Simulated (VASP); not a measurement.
Output of a VASP run:

OUTCAR:
```
 ion  position               nearest neighbor table
   1  0.250  0.750  0.500-   6 1.72   8 1.72   9 1.72  11 1.72   4 3.21   4 3.21
   2  0.500  0.500  0.000-   5 1.72   7 1.72  10 1.72  12 1.72   3 3.21   3 3.21
   3  0.000  0.000  0.000-   6 2.38   8 2.38   9 2.38  11 2.38   7 2.50  12 2.50  10 2.50   5 2.50
                             2 3.21   2 3.21
   4  0.750  0.250  0.500-   5 2.38   7 2.38  10 2.38  12 2.38   8 2.50   9 2.50  11 2.50   6 2.50
                             1 3.21   1 3.21
   5  0.670  0.489  0.819-   2 1.72   4 2.38   3 2.50
   6  0.239  0.920  0.319-   1 1.72   3 2.38   4 2.50
   7  0.670  0.852  0.181-   2 1.72   4 2.38   3 2.50
   8  0.602  0.920  0.681-   1 1.72   3 2.38   4 2.50
   9  0.080  0.398  0.319-   1 1.72   3 2.38   4 2.50
  10  0.511  0.330  0.181-   2 1.72   4 2.38   3 2.50
  11  0.080  0.761  0.681-   1 1.72   3 2.38   4 2.50
  12  0.148  0.330  0.819-   2 1.72   4 2.38   3 2.50
  LATTYP: Found a body centered tetragonal cell.
 ALAT       =     7.2953303718
 C/A-ratio  =     0.8804194915
 Subroutine PRICEL returns:
 Original cell was already a primitive cell.
 Subroutine GETGRP returns: Found 16 space group operations
The static configuration has the point symmetry D_2d.
 The point group associated with its full space group is D_4h.
The dynamic configuration has the point symmetry D_2d.
 Subroutine INISYM returns: Found 16 space group operations
 Subroutine IBZKPT returns following result:
 Found     13 irreducible k-points:

 Following reciprocal coordinates:
            Coordinates               Weight
  0.000000  0.000000  0.000000      1.000000
  0.250000  0.000000 -0.000000      8.000000
  0.500000  0.000000 -0.000000      4.000000
  0.250000  0.250000 -0.000000      8.000000
  0.500000  0.250000 -0.000000     16.000000
 -0.250000  0.250000  0.000000      4.000000
  0.500000  0.500000 -0.000000      2.000000
  0.250000  0.250000  0.250000      2.000000
 -0.250000  0.250000  0.250000      4.000000
  0.500000  0.500000  0.250000      4.000000
 -0.250000  0.500000  0.250000      8.000000
 -0.250000 -0.250000  0.250000      2.000000
  0.500000  0.500000  0.500000      1.000000
   k-points           NKPTS =     13   k-points in BZ     NKDIM =     13   number of bands    NBANDS=     62
   number of dos      NEDOS =    301   number of ions     NIONS =     12
   total plane-waves  NPLWV = 110592
   dimension x,y,z NGX =    48 NGY =   48 NGZ =   48
   dimension x,y,z NGXF=    96 NGYF=   96 NGZF=   96
   ions per type =               2   2   8
   PREC   = accura    normal or accurate (medium, high low for compatibility)
   ISTART =      0    job   : 0-new  1-cont  2-samecut
   ICHARG =      2    charge: 1-file 2-atom 10-const
   ISPIN  =      1    spin polarized calculation?
   LNONCOLLINEAR =      F non collinear calculations
   LSORBIT =      F    spin-orbit coupling
   INIWAV =      1    electr: 0-lowe 1-rand  2-diag
   ENCUT  =  520.0 eV  38.22 Ry    6.18 a.u.  11.30 11.30 11.30*2*pi/ulx,y,z
   NELM   =    100;   NELMIN=  2; NELMDL= -5     # of ELM steps
   EDIFF  = 0.1E-05   stopping-criterion for ELM
   LREAL  =      F    real-space projection
   NLSPLINE    = F    spline interpolate recip. space projectors
   LMAXMIX     =    4 max onsite mixed and CHGCAR
   VOSKOWN=      0    Vosko Wilk Nusair interpolation
   EDIFFG = -.2E-01   stopping-criterion for IOM
   NSW    =     60    number of steps for IOM
   NBLOCK =      1;   KBLOCK =     60    inner block; outer block
   IBRION =      2    ionic relax: 0-MD 1-quasi-New 2-CG
   NFREE  =      1    steps in history (QN), initial steepest desc. (CG)
   ISIF   =      3    stress and relaxation
   ISYM   =      2    0-nonsym 1-usesym 2-fastsym
   TEIN   =    0.0    initial temperature
   TEBEG  =    0.0;   TEEND  =   0.0 temperature during run
   SMASS  =  -3.00    Nose mass-parameter (am)
   PSTRESS=    0.0 pullay stress
   NELECT =     104.0000    total number of electrons
   EFERMI =   0.00;   METHOD = LEGACY
   ISMEAR =     0;   SIGMA  =   0.05  broadening in eV -4-tet -1-fermi 0-gaus
   IALGO  =     38    algorithm
   LDIAG  =      T    sub-space diagonalisation (order eigenvalues)
   IMIX   =      4    mixing-type and parameters
...
```

File OSZICAR:
```
...
DAV:  15    -0.935822007666E+02    0.80252E-04   -0.36023E-04  1920   0.175E-01    0.475E-02
DAV:  16    -0.935821963554E+02    0.44113E-05   -0.30369E-05  1702   0.373E-02    0.901E-03
DAV:  17    -0.935821950761E+02    0.12793E-05   -0.35054E-06  1640   0.165E-02    0.525E-03
DAV:  18    -0.935821950204E+02    0.55621E-07   -0.73116E-07  1076   0.643E-03
   1 F= -.93582195E+02 E0= -.93582195E+02  d E =-.935822E+02
       N       E                     dE             d eps       ncg     rms          rms(c)
DAV:   1    -0.935843703708E+02   -0.21753E-02   -0.18502E-01  1612   0.275E+00    0.569E-01
DAV:   2    -0.935834936461E+02    0.87672E-03   -0.78972E-03  1744   0.733E-01    0.227E-01
DAV:   3    -0.935830603736E+02    0.43327E-03   -0.33611E-03  2106   0.511E-01    0.324E-01
DAV:   4    -0.935825976310E+02    0.46274E-03   -0.11690E-03  2000   0.312E-01    0.336E-02
DAV:   5    -0.935825897904E+02    0.78405E-05   -0.23741E-04  2088   0.747E-02    0.213E-02
DAV:   6    -0.935825843710E+02    0.54194E-05   -0.16779E-05  2246   0.276E-02    0.124E-02
DAV:   7    -0.935825840706E+02    0.30038E-06   -0.70799E-06  1962   0.154E-02
   2 F= -.93582584E+02 E0= -.93582584E+02  d E =-.389050E-03
       N       E                     dE             d eps       ncg     rms          rms(c)
DAV:   1    -0.935826922303E+02   -0.10786E-03   -0.82576E-03  1642   0.579E-01    0.119E-01
DAV:   2    -0.935826518133E+02    0.40417E-04   -0.34764E-04  1770   0.153E-01    0.470E-02
DAV:   3    -0.935826337222E+02    0.18091E-04   -0.14815E-04  2150   0.106E-01    0.680E-02
DAV:   4    -0.935826130658E+02    0.20656E-04   -0.50030E-05  1980   0.646E-02    0.690E-03
DAV:   5    -0.935826132576E+02   -0.19177E-06   -0.10388E-05  1914   0.154E-02    0.435E-03
DAV:   6    -0.935826131633E+02    0.94285E-07   -0.62091E-07  1012   0.594E-03
   3 F= -.93582613E+02 E0= -.93582613E+02  d E =-.418143E-03
       N       E                     dE             d eps       ncg     rms          rms(c)
DAV:   1    -0.935845389365E+02   -0.19257E-02   -0.15205E-01  1612   0.255E+00    0.479E-01
DAV:   2    -0.935833181575E+02    0.12208E-02   -0.53079E-03  1760   0.497E-01    0.247E-01
DAV:   3    -0.935826945058E+02    0.62365E-03   -0.17730E-03  2244   0.290E-01    0.460E-02
DAV:   4    -0.935826886922E+02    0.58136E-05   -0.29191E-04  1870   0.106E-01    0.585E-02
DAV:   5    -0.935826811237E+02    0.75685E-05   -0.75240E-05  1824   0.622E-02    0.181E-02
DAV:   6    -0.935826769712E+02    0.41525E-05   -0.10890E-05  2200   0.242E-02    0.865E-03
DAV:   7    -0.935826772709E+02   -0.29968E-06   -0.31631E-06  1472   0.113E-02
   4 F= -.93582677E+02 E0= -.93582677E+02  d E =-.641076E-04
       N       E                     dE             d eps       ncg     rms          rms(c)
DAV:   1    -0.935831675917E+02   -0.49062E-03   -0.30649E-02  1612   0.115E+00    0.217E-01
DAV:   2    -0.935829200453E+02    0.24755E-03   -0.10706E-03  1742   0.223E-01    0.111E-01
DAV:   3    -0.935827939984E+02    0.12605E-03   -0.36439E-04  2244   0.128E-01    0.213E-02
DAV:   4    -0.935827913730E+02    0.26254E-05   -0.57319E-05  1868   0.477E-02    0.261E-02
DAV:   5    -0.935827889963E+02    0.23767E-05   -0.16775E-05  1832   0.282E-02    0.851E-03
DAV:   6    -0.935827876146E+02    0.13816E-05   -0.19850E-06  1310   0.112E-02    0.402E-03
DAV:   7    -0.935827874361E+02    0.17852E-06   -0.97819E-07   932   0.691E-03
   5 F= -.93582787E+02 E0= -.93582787E+02  d E =-.174273E-03
```

OUTCAR:
```
------------------------ aborting loop because EDIFF is reached ----------------------------------------
  FORCE on cell =-STRESS in cart. coord.  units (eV):
  Direction    XX          YY          ZZ          XY          YZ          ZX
  --------------------------------------------------------------------------------------
  Total        0.0367653      0.0367653      0.0335609      0.0000000      0.0000000      0.0000000
  in kB        0.3445488      0.3445488      0.3145187      0.0000000      0.0000000      0.0000000
  external PRESSURE =       0.3345387 kB  Pullay stress =       0.0000000 kB
  volume of cell :      170.96
      direct lattice vectors                 reciprocal lattice vectors
    -3.651169670  3.651169670  3.206073757     0.000000000  0.136942417  0.155953992
     3.651169670 -3.651169670  3.206073757     0.136942417  0.000000000  0.155953992
     3.651169670  3.651169670 -3.206073757     0.136942417  0.136942417  0.000000000
 POSITION                                       TOTAL-FORCE (eV/Angst)
 -----------------------------------------------------------------------------------
      3.65117     -0.00000      1.60304         0.000000      0.000000     -0.000000
      0.00000      0.00000      3.20607         0.000000      0.000000     -0.000000
      0.00000     -0.00000      0.00000         0.000000      0.000000     -0.000000
     -0.00000      3.65117      1.60304         0.000000      0.000000     -0.000000
      2.32616      3.65117      1.09219         0.003373      0.000000     -0.005830
      3.65117     -1.32501      2.69523         0.000000      0.003373     -0.005830
      1.32501      0.00000      4.29826        -0.003373      0.000000     -0.005830
      3.65117      1.32501      2.69523         0.000000     -0.003373     -0.005830
      2.32616      0.00000      0.51085         0.003373      0.000000      0.005830
      0.00000      1.32501      2.11389         0.000000     -0.003373      0.005830
      4.97618      0.00000      0.51085        -0.003373      0.000000      0.005830
      3.65117      2.32616     -1.09219         0.000000      0.003373      0.005830
 -----------------------------------------------------------------------------------
    total drift:                                0.000000     -0.000000     -0.000000
  FREE ENERGIE OF THE ION-ELECTRON SYSTEM (eV)
  ---------------------------------------------------
  free  energy   TOTEN  =       -93.5827874361 eV

  energy  without entropy=      -93.5827874361  energy(sigma->0) =      -93.58278744

 reached required accuracy - stopping structural energy minimisation
```
(Selected blocks of OUTCAR.)

### POSCAR
```
VBiO4
1
   -3.6476651859     3.6476651859     3.2114755283
    3.6476651859    -3.6476651859     3.2114755283
    3.6476651859     3.6476651859    -3.2114755283
V Bi O
2 2 8
Direct
  0.2500000000   0.7500000000   0.5000000000
  0.5000000000   0.5000000000   0.0000000000
  0.0000000000   0.0000000000   0.0000000000
  0.7500000000   0.2500000000   0.5000000000
  0.6704071738   0.4891355823   0.8187284085
  0.2391355823   0.9204071738   0.3187284085
  0.6704071738   0.8516787653   0.1812715915
  0.6016787653   0.9204071738   0.6812715915
  0.0795928262   0.3983212347   0.3187284085
  0.5108644177   0.3295928262   0.1812715915
  0.0795928262   0.7608644177   0.6812715915
  0.1483212347   0.3295928262   0.8187284085
```

Problem. Write an INCAR and KPOINTS that could have produced this output.

Solution. Several could match; the one computed here: the input of the run itself, PBEsol GGA, plane waves, VASP's PBE PAW potentials (set 64).

INCAR:
```
SYSTEM = VBiO4
PREC = Accurate
ENCUT = 520
EDIFF = 1E-6
NELM = 100
ALGO = Normal
LREAL = .FALSE.
LASPH = .TRUE.
ISMEAR = 0
SIGMA = 0.05
GGA = PS
LMAXMIX = 4
LWAVE = .FALSE.
LCHARG = .FALSE.
IBRION = 2
ISIF = 3
NSW = 60
EDIFFG = -0.02
```

File KPOINTS:
```
kpoints
0
G
  4 4 4
0 0 0
```

POTCAR, in this order: V_sv Bi_d O (PBE.64 set). Program: vasp_std.

The structure comes from a computed database's VBiO4 entry (I4_1/amd); how it stands against other phases isn't given here. This run relaxes it. Symmetry was kept, so distortions that lower it aren't found. The start is the result of an earlier pass. The run is not spin-polarised, so no magnetic state was tried.
